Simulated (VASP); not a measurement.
OSZICAR of a VASP run on Pt (fcc):

### OSZICAR
```
       N       E                     dE             d eps       ncg     rms          rms(c)
DAV:   1     0.388016384766E+02    0.38802E+02   -0.55440E+03  2682   0.103E+03
DAV:   2    -0.394904329785E+01   -0.42751E+02   -0.40784E+02  2739   0.185E+02
DAV:   3    -0.443089419124E+01   -0.48185E+00   -0.47938E+00  3126   0.199E+01
DAV:   4    -0.443245664476E+01   -0.15625E-02   -0.15624E-02  2999   0.120E+00
DAV:   5    -0.443246696366E+01   -0.10319E-04   -0.10319E-04  2988   0.899E-02    0.118E+01
DAV:   6    -0.405252262886E+01    0.37994E+00   -0.10653E+00  2673   0.924E+00    0.607E+00
DAV:   7    -0.401417741279E+01    0.38345E-01   -0.15305E-01  2806   0.338E+00    0.246E+00
DAV:   8    -0.401055061753E+01    0.36268E-02   -0.49990E-03  2836   0.718E-01    0.521E-01
DAV:   9    -0.401037050185E+01    0.18012E-03   -0.12974E-04  2756   0.119E-01    0.166E-02
DAV:  10    -0.401037517436E+01   -0.46725E-05   -0.26588E-06  3020   0.150E-02    0.231E-03
DAV:  11    -0.401037526574E+01   -0.91375E-07   -0.65051E-08  2374   0.257E-03
   1 F= -.40103753E+01 E0= -.40100477E+01  d E =-.982802E-03
```

**Question.** Which electronic solver shows in the log?

**Answer.** It is blocked Davidson (ALGO = Normal, or the opening steps of other solvers). The INCAR had ALGO = Normal.

**Question.** Can the final energy be trusted as converged?

**Answer.** Self-consistency was reached. It stopped with EDIFF = 1E-7, NELM = 100 (vdW-DF-cx, plane waves, VASP's PBE PAW potentials (set 64)).

The compound is Pt in the fcc structure. This cell is one point of a volume scan, at 1.03 of the reference volume.
